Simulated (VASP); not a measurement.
Here is the system:

```xyz
2
Lattice="0.0000 2.2751 2.2751 2.2751 0.0000 2.2751 2.2751 2.2751 0.0000" Properties=species:S:1:pos:R:3 pbc="T T T"
Ga     0.0000     0.0000     0.0000
N      1.1375     1.1375     1.1375
```

Method: modified Becke-Johnson potential (mBJ), VASP's PBE PAW potentials (set 64) (plane waves; VASP). Numerical set-up: 520 eV cut-off, 8×8×8 Γ-centred mesh, Gaussian smearing of 0.050 eV, potentials Ga_d N.

mBJ is a potential without an energy functional, so only the levels count.

### Question
Give the energies of bands 7 to 10 at the high-symmetry points, in eV from the valence-band maximum.

### Answer

```
band     Γ      X      U      L      W
----  ----  -----  -----  -----  -----
7     0.00  -5.46  -5.20  -6.26  -5.04
8     0.00  -2.43  -3.74  -0.88  -3.29
9     0.00  -2.43  -1.95  -0.88  -3.14
10    2.69   4.60   6.18   5.81   7.27
```

The gap is direct, 2.69 eV, from the valence maximum at Γ to the conduction minimum at Γ.

The compound is GaN in the zinc blende structure, a metastable form; wurtzite is the usual one. It was relaxed first. The cell's shape comes from a PBE relaxation.
